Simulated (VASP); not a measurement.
Crystal: SrCoSe.

```xyz
3
Lattice="3.9550 0.0000 0.0000 0.0000 3.9961 0.0000 0.0000 0.0000 4.0795" Properties=species:S:1:pos:R:3 pbc="T T T"
Sr    0.0000    0.0000    0.0000
Co    1.9775    1.9981    2.0397
Se    1.9775    1.9981    0.0000
```

The cell was built by a generator and needn't be a form met in nature.

The cell isn't the ideal one: species swapped into the ErCoC type (Pmmm, No. 47).

* Program: VASP 6.6.1
* Task: relaxation of cell and atoms
* Functional: PBE
* Potentials or basis: VASP PAW PBE potentials, release 64 (Sr_sv, Co, Se)
* Cutoff: 600 eV
* k mesh: 4 × 4 × 4
* Occupations: gaussian, width 0.1 eV
* Spin: collinear spin, typed start
* Starting moments: [0.0, 3.0, 0.0] μB

At the start: pressure 21.8 GPa; volume 21.49 Å³/atom.

How do energy, volume and symmetry change on relaxing?

Over 5 steps the energy falls by 358.2 meV/atom and the volume is 28.14 Å³/atom (+31.0 %); space group P4/mmm (No. 123, to 0.05 Å); moment 1.19 μB per cell.

The path:
```
step  energy change (eV)  largest force (eV/Å)  pressure (GPa)  volume (Å³)
   1              0.0000                0.0000           21.83        64.47
   2             -0.7491                0.0000           -4.71        95.69
   3             -1.0230                0.0000            0.70        82.10
   4             -1.0744                0.0000           -0.05        84.29
   5             -1.0746                0.0000           -0.10        84.43
```

Final structure:
```
Sr Co Se
1.0
     4.33620    0.00000    0.00000
     0.00000    4.37246    0.00000
     0.00000    0.00000    4.45315
Sr Co Se
1 1 1
Direct
  0.00000 0.00000 0.00000
  0.50000 0.50000 0.50000
  0.50000 0.50000 0.00000
```

Caveat: the k mesh is coarse (spacing up to 0.40 Å⁻¹), so the values aren't converged; the volume moved by over 15 % at a fixed basis, so the end points are rough; a cell with one magnetic atom can't hold antiferromagnetic order, which such compounds often take.
